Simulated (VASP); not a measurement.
Input of a VASP 6.6.1 run:

The input POSCAR:

```
GaP
1.0
    0.0000000000      2.7252500000      2.7252500000
    2.7252500000      0.0000000000      2.7252500000
    2.7252500000      2.7252500000      0.0000000000
Ga P
1 1
Direct
    0.0000000000      0.0000000000      0.0000000000
    0.2500000000      0.2500000000      0.2500000000
```

Contents of INCAR.step1:

```
SYSTEM = GaP
ALGO = Normal
EDIFF = 1E-5
ENCUT = 520
GGA = PE
ISIF = 2
ISMEAR = 0
KPAR = 4
LASPH = .True.
LCHARG = .False.
LREAL = .False.
LWAVE = .True.
NELM = 80
PREC = Accurate
SIGMA = 0.02
```

Contents of INCAR.step2:

```
SYSTEM = GaP
ALGO = Normal
EDIFF = 1E-7
ENCUT = 520
GGA = PE
HFSCREEN = 0.2
ISIF = 2
ISMEAR = 0
ISTART = 1
KPAR = 4
LASPH = .True.
LCHARG = .False.
LHFCALC = .True.
LREAL = .False.
LWAVE = .False.
NELM = 80
PREC = Accurate
PRECFOCK = Fast
SIGMA = 0.02
```

File KPOINTS:

```
k-points
0
Gamma
  6 6 6
  0 0 0
```

The input KPOINTS_OPT:

```
path GXWKGLUWLK,UX
8
line-mode
reciprocal
 0.0000000000  0.0000000000  0.0000000000  G
 0.5000000000  0.0000000000  0.5000000000  X

 0.5000000000  0.0000000000  0.5000000000  X
 0.5000000000  0.2500000000  0.7500000000  W

 0.5000000000  0.2500000000  0.7500000000  W
 0.3750000000  0.3750000000  0.7500000000  K

 0.3750000000  0.3750000000  0.7500000000  K
 0.0000000000  0.0000000000  0.0000000000  G

 0.0000000000  0.0000000000  0.0000000000  G
 0.5000000000  0.5000000000  0.5000000000  L

 0.5000000000  0.5000000000  0.5000000000  L
 0.6250000000  0.2500000000  0.6250000000  U

 0.6250000000  0.2500000000  0.6250000000  U
 0.5000000000  0.2500000000  0.7500000000  W

 0.5000000000  0.2500000000  0.7500000000  W
 0.5000000000  0.5000000000  0.5000000000  L

 0.5000000000  0.5000000000  0.5000000000  L
 0.3750000000  0.3750000000  0.7500000000  K

 0.6250000000  0.2500000000  0.6250000000  U
 0.5000000000  0.0000000000  0.5000000000  X
```

Potentials or basis: VASP PAW PBE potentials, release 64 (Ga_d, P).

The run is started by

```sh
$ cat potpaw_PBE.64/Ga_d/POTCAR potpaw_PBE.64/P/POTCAR > POTCAR
$ cp INCAR.step1 INCAR
$ mpirun -np 4 vasp_std > vasp.out
$ cp INCAR.step2 INCAR
$ mpirun -np 4 vasp_std > vasp.out
```

Q: Estimate the band gap along the path.

A: 2.28 eV, indirect (least direct gap 2.81 eV).

Q: Estimate the pressure.

A: 0.5 GPa.

Q: Predict the band gap on the k mesh.

A: 2.31 eV, indirect (least direct gap 2.81 eV).

Levels at the corners of the path, in eV from the valence-band top:
| point | band 5 | band 6 | band 7 | band 8 | band 9 | band 10 | band 11 | band 12 | band 13 |
| --- | --- | --- | --- | --- | --- | --- | --- | --- | --- |
| Γ | -16.96 | -13.79 | 0.00 | 0.00 | 0.00 | 2.81 | 4.79 | 4.79 | 4.79 |
| X | -16.94 | -10.58 | -7.34 | -2.93 | -2.93 | 2.31 | 2.58 | 12.09 | 12.11 |
| X | -16.94 | -10.58 | -7.34 | -2.93 | -2.93 | 2.31 | 2.58 | 12.09 | 12.51 |
| W | -16.95 | -10.49 | -7.08 | -3.90 | -3.70 | 5.53 | 6.00 | 7.07 | 7.17 |
| W | -16.95 | -10.49 | -7.08 | -3.90 | -3.70 | 5.53 | 6.00 | 7.07 | 7.17 |
| K | -16.95 | -10.62 | -7.09 | -4.28 | -2.45 | 2.93 | 5.76 | 9.46 | 9.49 |
| K | -16.95 | -10.62 | -7.09 | -4.28 | -2.45 | 2.93 | 5.76 | 9.46 | 9.49 |
| Γ | -16.96 | -13.79 | 0.00 | 0.00 | 0.00 | 2.81 | 4.79 | 4.79 | 4.79 |
| Γ | -16.96 | -13.79 | 0.00 | 0.00 | 0.00 | 2.81 | 4.79 | 4.79 | 4.79 |
| L | -16.96 | -11.56 | -7.24 | -1.21 | -1.21 | 2.53 | 5.64 | 5.64 | 9.28 |
| L | -16.96 | -11.56 | -7.24 | -1.21 | -1.21 | 2.53 | 5.64 | 5.64 | 9.28 |
| U | -16.95 | -10.62 | -7.09 | -4.28 | -2.45 | 2.93 | 5.76 | 9.46 | 9.49 |
| U | -16.95 | -10.62 | -7.09 | -4.28 | -2.45 | 2.93 | 5.76 | 9.46 | 9.49 |
| W | -16.95 | -10.49 | -7.08 | -3.90 | -3.70 | 5.53 | 6.00 | 7.07 | 7.17 |
| W | -16.95 | -10.49 | -7.08 | -3.90 | -3.70 | 5.53 | 6.00 | 7.07 | 7.17 |
| L | -16.96 | -11.56 | -7.24 | -1.21 | -1.21 | 2.53 | 5.64 | 5.64 | 9.28 |
| L | -16.96 | -11.56 | -7.24 | -1.21 | -1.21 | 2.53 | 5.64 | 5.64 | 9.28 |
| K | -16.95 | -10.62 | -7.09 | -4.28 | -2.45 | 2.93 | 5.76 | 9.46 | 9.49 |
| U | -16.95 | -10.62 | -7.09 | -4.28 | -2.45 | 2.93 | 5.76 | 9.46 | 9.49 |
| X | -16.94 | -10.58 | -7.34 | -2.93 | -2.93 | 2.31 | 2.58 | 12.09 | 12.09 |

Caveat: the PAW data sets were made with another functional, which shifts forces and pressure a little.

**The experiment to reproduce.**

“Stacking defects in GaP nanowires: Electronic structure and optical properties”, 2018, arxiv:1810.01194 quotes, for a bulk crystal of GaP at 10 K: band gap 2.34 eV (indirect).

A measured gap of GaP is 2.34 eV (indirect; 10 K; quoted in “Stacking defects in GaP nanowires: Electronic structure and optical properties”, 2018, arxiv:1810.01194); the calculated 2.28 eV misses it by -0.06 eV. Spin-orbit coupling on Ga is left out. The value is that of HSE06, without temperature or zero-point motion.
